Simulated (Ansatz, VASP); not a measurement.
# One calculation of SnC3, two programs

```
C Sn
1.0
     2.97889    0.00000    0.00000
     0.00000    2.97889    0.00000
     0.00000    0.00000    4.64352
C Sn
3 1
Direct
  0.50000 0.00000 0.82036
  0.50000 0.50000 0.00000
  0.00000 0.50000 0.17964
  0.00000 0.00000 0.50000
```

Alike in both runs: task single point; functional r2SCAN; k mesh 8 × 8 × 6; no spin polarisation.

|  | VASP | Ansatz |
| --- | --- | --- |
| version | VASP 6.6.1 | Ansatz 0.2.0 |
| potentials or method | VASP PAW PBE potentials, release 64 (C, Sn_d) | plane waves, PAW |
| plane-wave cutoff (eV) | 520 | 500 |
| occupations | gaussian, width 0.01 eV | fixed |
| valence electrons in the cell | 26 | 26 |

Ansatz gave:

- gap on the k mesh at the Fermi level (eV): 0.40
- pressure (GPa): 0.0
- largest component of the traceless stress (GPa): 0.00

Problem. Estimate VASP's values.

Solution. gap on the k mesh at the Fermi level (eV): 0.40; pressure (GPa): 0.4; largest component of the traceless stress (GPa): 0.06.

Caveats: the PAW data sets were made with another functional, which shifts forces and pressure a little (VASP); spin-orbit coupling is left out, which moves the levels of the heavy elements.
